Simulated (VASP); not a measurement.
**Si2Mo3 (space group P4/mbm): computed properties**

Calculation: PBEsol GGA, VASP's PBE PAW potentials (set 64) (plane waves; VASP).

| Property | Value |
|---|---|
| space group | P4/mbm (127) |
| cell | a = 6.5692 Å, b = 6.5692 Å, c = 3.2567 Å, α = 90.00°, β = 90.00°, γ = 90.00° |
| volume per atom | 14.05 Å³/atom |
| band gap (over mesh and band path) | none (metal, semimetal or under 0.01 eV) |
| density | 8.13 g/cm³ |

```
CELL_PARAMETERS angstrom
      6.56922     0.00000     0.00000
      0.00000     6.56922     0.00000
      0.00000     0.00000     3.25671
ATOMIC_POSITIONS crystal
  Si 0.13329 0.63329 0.00000
  Si 0.86671 0.36671 0.00000
  Si 0.36671 0.13329 0.00000
  Si 0.63329 0.86671 0.00000
  Mo 0.50000 0.50000 0.00000
  Mo 0.00000 0.00000 0.00000
  Mo 0.66274 0.16274 0.50000
  Mo 0.33726 0.83726 0.50000
  Mo 0.83726 0.66274 0.50000
  Mo 0.16274 0.33726 0.50000
```

The structure comes from a computed database's Si2Mo3 entry (P4/mbm); how it stands against other phases isn't given here. It was relaxed first. Symmetry was kept, so distortions that lower it aren't found.
